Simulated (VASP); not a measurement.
# MgO: input slips in a band-gap run and what they do, part 2 of 2

Some runs for the gap of MgO get a fault in the input on purpose. Which of them show, and how? The starting structure is a cell with measured lattice constants from the literature and the atomic positions of a Crystallography Open Database entry. Cell and atoms stay as given unless a step says otherwise.

VASP 6.6.1.

Results so far: reference 4.653 eV; a k mesh far too coarse and no band path 4.599 eV; one electron missing no gap to read.

## Step 5: Bands with a wide metal-type smearing

Level of this step: LDA; plane waves and PAW (Mg, O) (VASP).

A slip made on purpose: a wide metal-type smearing. Against step 2 the input has ISMEAR = 1 and SIGMA = 1 (also changed: NELM).

The input, INCAR:

```
SYSTEM = MgO
PREC = Accurate
ENCUT = 460
EDIFF = 1E-06
NELM = 60
ISMEAR = 1
SIGMA = 1
LREAL = .FALSE.
ALGO = Normal
GGA = CA
NBANDS = 16
LORBIT = 11
LWAVE = .FALSE.
LCHARG = .FALSE.
KPAR = 4
LASPH = .TRUE.
```

The input, POSCAR:

```
MgO
1.0
    0.0000000000      2.1064000000      2.1064000000
    2.1064000000      0.0000000000      2.1064000000
    2.1064000000      2.1064000000      0.0000000000
Mg O
1 1
Direct
    0.0000000000      0.0000000000      0.0000000000
    0.5000000000      0.5000000000      0.5000000000
```

The input, KPOINTS:

```
Automatic mesh
0
Gamma
8 8 8
0 0 0
```

The input, KPOINTS_OPT:

```
Line mode
10
Line-mode
Reciprocal
  0.00000000   0.00000000   0.00000000 GAMMA
  0.50000000   0.00000000   0.50000000 X

  0.50000000   0.00000000   0.50000000 X
  0.50000000   0.25000000   0.75000000 W

  0.50000000   0.25000000   0.75000000 W
  0.37500000   0.37500000   0.75000000 K

  0.37500000   0.37500000   0.75000000 K
  0.00000000   0.00000000   0.00000000 GAMMA

  0.00000000   0.00000000   0.00000000 GAMMA
  0.50000000   0.50000000   0.50000000 L

  0.50000000   0.50000000   0.50000000 L
  0.62500000   0.25000000   0.62500000 U

  0.62500000   0.25000000   0.62500000 U
  0.50000000   0.25000000   0.75000000 W

  0.50000000   0.25000000   0.75000000 W
  0.50000000   0.50000000   0.50000000 L

  0.50000000   0.50000000   0.50000000 L
  0.37500000   0.37500000   0.75000000 K

  0.62500000   0.25000000   0.62500000 U
  0.50000000   0.00000000   0.50000000 X
```

Potentials, in the order of the species: Mg and O (LDA family, release 64).

On the command line:

```console
$ mpirun -np 4 vasp_std
```

Log:

```text
[... set-up lines as in an earlier step ...]
 entering main loop
       N       E                     dE             d eps       ncg     rms          rms(c)
DAV:   1     0.122527377998E+02    0.12253E+02   -0.40478E+03  1048   0.398E+02
DAV:   2    -0.144381731318E+02   -0.26691E+02   -0.25942E+02  1272   0.110E+02
DAV:   3    -0.149223472935E+02   -0.48417E+00   -0.48038E+00  1048   0.115E+01
DAV:   4    -0.149231347091E+02   -0.78742E-03   -0.78740E-03  1256   0.550E-01
[...]
DAV:  10    -0.133750139471E+02    0.16883E-03   -0.30270E-04  1080   0.113E-01    0.966E-03
DAV:  11    -0.133750126540E+02    0.12931E-05   -0.11375E-05  1152   0.156E-02    0.379E-03
DAV:  12    -0.133750125744E+02    0.79558E-07   -0.31265E-07   544   0.331E-03
   1 F= -.13375013E+02 E0= -.13412363E+02  d E =0.112050E+00
 Start KPOINTS_OPT (optional k-point list driver)
k-point batch [1-29\100]
       N       E                     dE             ncg
DAV:   1     0.101182918106E+03   -0.89043E+04     1072
DAV:   2    -0.593155304429E+03   -0.69434E+03     1248
DAV:   3    -0.604274785776E+03   -0.11119E+02     1192
DAV:   4    -0.604295074734E+03   -0.20289E-01     1256
DAV:   5    -0.604295127029E+03   -0.52295E-04     1112
DAV:   6    -0.604295127180E+03   -0.15145E-06     1032
[...]
k-point batch [88-100\100]
       N       E                     dE             ncg
DAV:   1     0.551966744822E+04   -0.48747E+04      488
DAV:   2     0.521822842052E+04   -0.30144E+03      584
DAV:   3     0.521398858629E+04   -0.42398E+01      528
DAV:   4     0.521398138020E+04   -0.72061E-02      528
DAV:   5     0.521398136148E+04   -0.18725E-04      520
DAV:   6     0.521398136142E+04   -0.52605E-07      456
```

Wall time 2.6 s (4 MPI ranks of Intel Xeon 6975P-C (Granite Rapids), shared host); peak memory 0.49 GiB; 8.7 s of CPU time.

Parts of OUTCAR (step 5):

```text
  Total       -1.0530817     -1.0530817     -1.0530817      0.0000000     -0.0000000      0.0000000
  in kB      -90.2651494    -90.2651494    -90.2651494      0.0000000     -0.0000000      0.0000000
  external PRESSURE =     -90.2651494 kB  Pullay stress =       0.0000000 kB

 POSITION                                       TOTAL-FORCE (eV/Angst)
 -----------------------------------------------------------------------------------
      0.00000      0.00000      0.00000         0.000000      0.000000      0.000000
      2.10640      2.10640      2.10640        -0.000000     -0.000000      0.000000
 -----------------------------------------------------------------------------------
    total drift:                               -0.000000     -0.000000      0.000000

  FREE ENERGIE OF THE ION-ELECTRON SYSTEM (eV)
  ---------------------------------------------------
  free  energy   TOTEN  =       -13.3750125744 eV

  energy  without entropy=      -13.4870627951  energy(sigma->0) =      -13.41236265

[... 2 parts as in an earlier step ...]

[... 1 further part left out ...]
[key lines of the parts left out:]
E-fermi :   3.0427
```

With a wide metal-type smearing the gap is 4.664 eV, +0.011 eV from the reference.

## Step 6: Bands with a hybrid's name typed into the meta-GGA tag

A slip made on purpose: a hybrid's name typed into the meta-GGA tag. Against step 2 the input has METAGGA = HSE06 and no GGA (also changed: NELM).

The input, INCAR:

```
SYSTEM = MgO
PREC = Accurate
ENCUT = 460
EDIFF = 1E-06
NELM = 60
ISMEAR = 0
SIGMA = 0.03
LREAL = .FALSE.
ALGO = Normal
NBANDS = 16
LORBIT = 11
LWAVE = .FALSE.
LCHARG = .FALSE.
KPAR = 4
LASPH = .TRUE.
METAGGA = HSE06
```

POSCAR is that of step 5.

KPOINTS is that of step 5.

KPOINTS_OPT is that of step 5.

On the command line:

```console
$ mpirun -np 4 vasp_std
```

Log:

```text
[banner, memory and clock lines left out]
running    4 mpi-ranks, on    1 nodes
[...]
|                                                                             |
|     EEEEEEE  RRRRRR   RRRRRR   OOOOOOO  RRRRRR      ###     ###     ###     |
|     E        R     R  R     R  O     O  R     R     ###     ###     ###     |
|     E        R     R  R     R  O     O  R     R     ###     ###     ###     |
|     EEEEE    RRRRRR   RRRRRR   O     O  RRRRRR       #       #       #      |
|     E        R   R    R   R    O     O  R   R                               |
|     E        R    R   R    R   O     O  R    R      ###     ###     ###     |
|     EEEEEEE  R     R  R     R  OOOOOOO  R     R     ###     ###     ###     |
|                                                                             |
|     Error: One of the selected functionals does not exist.                  |
|                                                                             |
|       ---->  I REFUSE TO CONTINUE WITH THIS SICK JOB ... BYE!!! <----       |
|                                                                             |

1
1
1
1
```

Elapsed: 3.6 s, on 4 MPI ranks.

VASP stopped with this message: “Error: One of the selected functionals does not exist”.

## Step 7: The runs compared

| run | ended | gap (eV) | change (eV) | core minutes |
| --- | --- | --- | --- | --- |
| reference | converged | 4.653 | - | 0.187 |
| a k mesh far too coarse and no band path | converged | 4.599 | -0.054 | 0.0667 |
| one electron missing | converged | none | - | 0.187 |
| a wide metal-type smearing | converged | 4.664 | 0.011 | 0.173 |
| a hybrid's name typed into the meta-GGA tag | stopped by VASP | - | - | 0.24 |

Core minutes are wall time times ranks of the run shown, on a shared host.

## Step 8: Summary of results

```
reference gap                                        : 4.653 eV
gap with a k mesh far too coarse and no band path    : 4.599 eV
gap with one electron missing                        : none to read from the occupations
gap with a wide metal-type smearing                  : 4.664 eV
run with a hybrid's name typed into the meta-GGA tag : stopped by VASP
```

What this shows: VASP stopped by itself in the run with a hybrid's name typed into the meta-GGA tag. Finished, but with signs in the output that stand out against the reference: one electron missing, with no gap to read, since by its occupations the run counts as a metal (its levels may still leave one) (signs: a warning on the charge density and a stress of up to 65.6 GPa); a wide metal-type smearing, with the gap changed by +0.01 eV (signs: a large entropy term in the energy). Finished, and of the signs looked for here (warnings, stress, forces, entropy, moments, translations away from zero, imaginary modes) none stands out against the reference by the marks set here, though the gap is off: a k mesh far too coarse and no band path, with the gap changed by -0.05 eV. Further runs on this material are not shown.

[Lines on the potential files, build, host, timing and source positions are cut from VASP's logs without a mark.]

[Logs are printed without paths, hosts, clocks, repeated set-up lines and the standing remarks that a program may print on its own settings, such as how far it seeks lower states.]

[Hosts, paths, dates, database ids (printed as entryN), source tags and the programs' standing remarks are cut or masked in the printed files.]
